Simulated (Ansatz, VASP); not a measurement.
One calculation of FeAu, two programs

Contents of INCAR:

```
ALGO = Normal ; EDIFF = 1E-6
ENCUT = 520 ; GGA = PE
ISIF = 2 ; ISMEAR = 0
ISPIN = 2 ; LASPH = True
LCHARG = False ; LMAXMIX = 4
LORBIT = 11 ; LREAL = False
LWAVE = False ; MAGMOM = 3.23 0
NBANDS = 20 ; NELM = 150
PREC = Accurate ; SIGMA = 0.1
```

The input KPOINTS:

```
k-points
0
Gamma
  6 6 6
```

File POSCAR:

```
FeAu
1.0
    1.4117478522      0.8150730025      4.4694532999
   -1.4117478522      0.8150730025      4.4694532999
    0.0000000000     -1.6301460050      4.4694532999
Fe Au
1 1
Direct
    0.5000000000      0.5000000000      0.5000000000
    0.0000000000      0.0000000000      0.0000000000
```

Input for Ansatz:

```yaml
crystal:
  lattice:
    - [1.4117478522, 0.8150730025, 4.4694532999]
    - [-1.4117478522, 0.8150730025, 4.4694532999]
    - [0.0, -1.630146005, 4.4694532999]
  atoms:
    - { symbol: Fe, position: [0.5, 0.5, 0.5], spin: 3.23 }
    - { symbol: Au, position: [0.0, 0.0, 0.0] }
basis:
  ecutwfc: 500
kpoints:
  mp_grid: { grid: [6, 6, 6] }
hamiltonian:
  xc: pbe
scf:
  occupations: { method: gaussian, width: 0.1 }
  lower_state_search: "off"
output:
  forces: true
  stress: true
  eigenvalues: true
  populations: true
magnetization:
  spin_polarized: true
```

Alike in both runs: task single point; functional PBE; k mesh 6 × 6 × 6; occupations gaussian, width 0.1 eV; collinear spin.

|  | VASP | Ansatz |
| --- | --- | --- |
| version | VASP 6.6.1 | Ansatz 0.2.0 |
| potentials or method | VASP PAW PBE potentials, release 64 (Fe, Au) | scalar-relativistic, plane waves, PAW |
| plane-wave cutoff (eV) | 520 | 500 |
| valence electrons in the cell | 19 | 35 |

```csv
,VASP,Ansatz,Ansatz less VASP
gap on the k mesh at the Fermi level (eV),none,none,-
pressure (GPa),-1.1,-0.7,+0.40
largest component of the traceless stress (GPa),0.97,1.00,+0.029
net moment per atom (μB),1.44,1.45,+0.010
size of the moment on the site where the two differ most (μB),2.88,2.93,+0.048
```

Site moments also hang on the region over which each program counts them. A gap of «none» marks a metal or a gap that the smearing closes. The functional is the same, so the differences come from potentials, cutoffs and numerics. The two sets of potentials don't hold the same shells in valence.

Caveats: the k mesh is coarse (spacing up to 0.44 Å⁻¹), so the values aren't converged. Spin-orbit coupling is left out, which matters for the levels of Au.
